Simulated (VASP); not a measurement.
Level of theory: r2SCAN meta-GGA, VASP's PBE PAW potentials (set 64) (plane waves; VASP).

The input files of a VASP run:

File POSCAR:
```
KMgF3
1
    3.9730174356     0.0000000000     0.0000000000
   -0.0000000000     3.9730174356     0.0000000000
   -0.0000000000    -0.0000000000     3.9730174356
K Mg F
1 1 3
Direct
  0.0000000000   0.0000000000   0.0000000000
  0.5000000000   0.5000000000   0.5000000000
  0.5000000000   0.0000000000   0.5000000000
  0.0000000000   0.5000000000   0.5000000000
  0.5000000000   0.5000000000   0.0000000000
```

### KPOINTS
```
Automatic mesh
0
Gamma
7 7 7
0 0 0
```

INCAR:
```
# general
SYSTEM =KMgF3
PREC   =Accurate
ENCUT  =520
LREAL  =.FALSE.
LASPH  =.TRUE.
NBANDS =60

# electronic loop
EDIFF  =1E-7
NELM   =100
ALGO   =Normal
LMIXTAU=.TRUE.

# smearing
ISMEAR =0
SIGMA  =0.01

# functional
METAGGA=R2SCAN

# output
LWAVE  =.FALSE.
LCHARG =.FALSE.
NEDOS  =1001

# other
LOPTICS=.TRUE.
LPEAD  =.TRUE.
CSHIFT =0.1
```

POTCAR, in this order: K_sv Mg F (PBE.64 set). Program: vasp_std.

Output

File OSZICAR:
```
       N       E                     dE             d eps       ncg     rms          rms(c)
DAV:   1     0.229001161583E+03    0.22900E+03   -0.14195E+04  2400   0.532E+02
DAV:   2    -0.381915789497E+02   -0.26719E+03   -0.23773E+03  2804   0.189E+02
DAV:   3    -0.485138934376E+02   -0.10322E+02   -0.10202E+02  3080   0.341E+01
DAV:   4    -0.486844039323E+02   -0.17051E+00   -0.17009E+00  2888   0.372E+00
DAV:   5    -0.486872090115E+02   -0.28051E-02   -0.28048E-02  2772   0.477E-01    0.824E+00
DAV:   6    -0.392842649511E+02    0.94029E+01   -0.11730E+00  3664   0.631E+00    0.285E+00
DAV:   7    -0.370002138470E+02    0.22841E+01   -0.10246E+00  3180   0.454E+00    0.212E+00
DAV:   8    -0.411351100446E+02   -0.41349E+01   -0.57033E-01  2972   0.337E+00    0.106E+00
DAV:   9    -0.365413658892E+02    0.45937E+01   -0.23692E-01  2584   0.241E+00    0.128E+00
DAV:  10    -0.373739543056E+02   -0.83259E+00   -0.17057E-01  2548   0.179E+00    0.280E-01
DAV:  11    -0.373711792754E+02    0.27750E-02   -0.63708E-03  2992   0.302E-01    0.302E-01
DAV:  12    -0.374143636845E+02   -0.43184E-01   -0.12291E-02  2524   0.508E-01    0.384E-01
DAV:  13    -0.373652971099E+02    0.49067E-01   -0.16560E-02  2596   0.604E-01    0.277E-01
DAV:  14    -0.374153282837E+02   -0.50031E-01   -0.14742E-02  2468   0.579E-01    0.164E-01
DAV:  15    -0.374154357584E+02   -0.10747E-03   -0.30803E-04  2904   0.673E-02    0.179E-01
DAV:  16    -0.374154610582E+02   -0.25300E-04   -0.16186E-06  2780   0.625E-03    0.183E-01
DAV:  17    -0.374159897823E+02   -0.52872E-03   -0.45226E-04  2608   0.112E-01    0.273E-01
DAV:  18    -0.374159954424E+02   -0.56600E-05   -0.64369E-05  2776   0.352E-02    0.269E-01
DAV:  19    -0.374160318488E+02   -0.36406E-04   -0.23194E-05  2544   0.222E-02    0.271E-01
DAV:  20    -0.374158964930E+02    0.13536E-03   -0.32738E-05  2476   0.300E-02    0.243E-01
DAV:  21    -0.374159216723E+02   -0.25179E-04   -0.32817E-05  2496   0.258E-02    0.200E-01
DAV:  22    -0.374158118238E+02    0.10985E-03   -0.28072E-05  2532   0.250E-02    0.143E-01
DAV:  23    -0.374157949617E+02    0.16862E-04   -0.12941E-05  2612   0.167E-02    0.109E-01
DAV:  24    -0.374157632506E+02    0.31711E-04   -0.88528E-06  2800   0.151E-02    0.797E-02
DAV:  25    -0.374157492820E+02    0.13969E-04   -0.79867E-06  2932   0.130E-02    0.509E-02
DAV:  26    -0.374157414956E+02    0.77864E-05   -0.50831E-06  3040   0.111E-02    0.249E-02
DAV:  27    -0.374157403676E+02    0.11279E-05   -0.15177E-06  2672   0.558E-03    0.120E-02
DAV:  28    -0.374157403351E+02    0.32561E-07   -0.25398E-07  2768   0.231E-03
   1 F= -.37415740E+02 E0= -.37415740E+02  d E =-.796739E-40
 imaginary and real dielectric function
```

OUTCAR:
```
------------------------ aborting loop because EDIFF is reached ----------------------------------------
  FORCE on cell =-STRESS in cart. coord.  units (eV):
  Direction    XX          YY          ZZ          XY          YZ          ZX
  --------------------------------------------------------------------------------------
  Total       -0.0414892     -0.0414892     -0.0414892     -0.0000000     -0.0000000      0.0000000
  in kB       -1.0599471     -1.0599471     -1.0599471     -0.0000000     -0.0000000      0.0000000
  external PRESSURE =      -1.0599471 kB  Pullay stress =       0.0000000 kB
  volume of cell :       62.71
      direct lattice vectors                 reciprocal lattice vectors
     3.973017436  0.000000000  0.000000000     0.251697863  0.000000000  0.000000000
     0.000000000  3.973017436  0.000000000     0.000000000  0.251697863  0.000000000
     0.000000000  0.000000000  3.973017436     0.000000000  0.000000000  0.251697863
 POSITION                                       TOTAL-FORCE (eV/Angst)
 -----------------------------------------------------------------------------------
      0.00000      0.00000      0.00000         0.000000      0.000000      0.000000
      1.98651      1.98651      1.98651         0.000000      0.000000      0.000000
      1.98651      0.00000      1.98651         0.000000      0.000000      0.000000
      0.00000      1.98651      1.98651         0.000000      0.000000      0.000000
      1.98651      1.98651      0.00000         0.000000      0.000000      0.000000
 -----------------------------------------------------------------------------------
    total drift:                                0.000000      0.000000     -0.000000
  FREE ENERGIE OF THE ION-ELECTRON SYSTEM (eV)
  ---------------------------------------------------
  free  energy   TOTEN  =       -37.4157403351 eV

  energy  without entropy=      -37.4157403351  energy(sigma->0) =      -37.41574034

 plasma frequency squared (from intraband transitions) (eV^2)
  --------------------------------------------------------------------------------------
       0.000       0.000       0.000
       0.000       0.000       0.000
       0.000       0.000       0.000

 plasma frequency squared (from interband transitions, int dw w eps(2)(w)) (eV^2)
  --------------------------------------------------------------------------------------
     441.651       0.000      -0.000      -0.000      -0.000       0.000
      -0.000       0.000     441.651       0.000      -0.000       0.000
      -0.000      -0.000      -0.000      -0.000     441.651       0.000
```
(Selected blocks of OUTCAR.)

The compound is KMgF3 in the cubic perovskite structure. It was relaxed first.
